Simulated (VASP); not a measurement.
A VASP calculation is set up with these files.

INCAR:
```
ALGO  =  Normal
EDIFF  =  1E-7
ENCUT  =  520
GGA  =  PE
ISIF  =  2
ISMEAR  =  -5
IVDW  =  12
LASPH  =  T
LCHARG  =  T
LEFG  =  T
LMAXMIX  =  4
LORBIT  =  11
LREAL  =  F
LWAVE  =  F
NEDOS  =  601
NELM  =  100
PREC  =  Accurate
SYSTEM  =  ZnO
```

File POSCAR:
```
ZnO
10.541670
  0.1546786067  -0.2679112475   0.0000000000
  0.1546786067   0.2679112475   0.0000000000
  0.0000000000   0.0000000000   0.5000000085
Zn O
2 2
Cart
  0.1546786067  -0.0893039278   0.2507796176
  0.1546786067   0.0893039278   0.0007796133
  0.1546786067  -0.0893039278   0.4402203942
  0.1546786067   0.0893039278   0.1902203899
```

**KPOINTS**
```
kpoints
0
gamma
  9 9 5
```

POTCAR, in this order: Zn O (PBE.64 set). Program: vasp_std.

Question: Write an equivalent input for Quantum ESPRESSO's pw.x.

Answer: One equivalent input (not run):
```
&CONTROL
  calculation = 'scf'
  pseudo_dir = './pseudo'
  outdir = './out'
  tprnfor = .true.
  tstress = .true.
/
&SYSTEM
  ibrav = 0
  nat = 4
  ntyp = 2
  ecutwfc = 84
  occupations = 'tetrahedra'
  input_dft = 'pbe'
  vdw_corr = 'grimme-d3'
  dftd3_version = 4
  dftd3_threebody = .false.
/
&ELECTRONS
  conv_thr = 7.3e-09
  electron_maxstep = 100
/
ATOMIC_SPECIES
  Zn 65.380 Zn.upf
  O 15.999 O.upf
CELL_PARAMETERS angstrom
     1.6305708   -2.8242320    0.0000000
     1.6305708    2.8242320    0.0000000
     0.0000000   -0.0000000    5.2708351
ATOMIC_POSITIONS crystal
  Zn   0.6666670  0.3333330  0.5015592
  Zn   0.3333330  0.6666670  0.0015592
  O    0.6666670  0.3333330  0.8804408
  O    0.3333330  0.6666670  0.3804408
K_POINTS automatic
  9 9 5 0 0 0
```
What does not carry over: the potentials are each code's own (VASP's PAW set, PseudoDojo norm-conserving files in pw.x), so ENCUT and ecutwfc are chosen apart and not converted; conv_thr bounds pw.x's estimated SCF error, while EDIFF bounds the energy change between steps; the field gradients of LEFG aren't asked of the other code.

The compound is ZnO in the wurtzite structure. It was relaxed first.
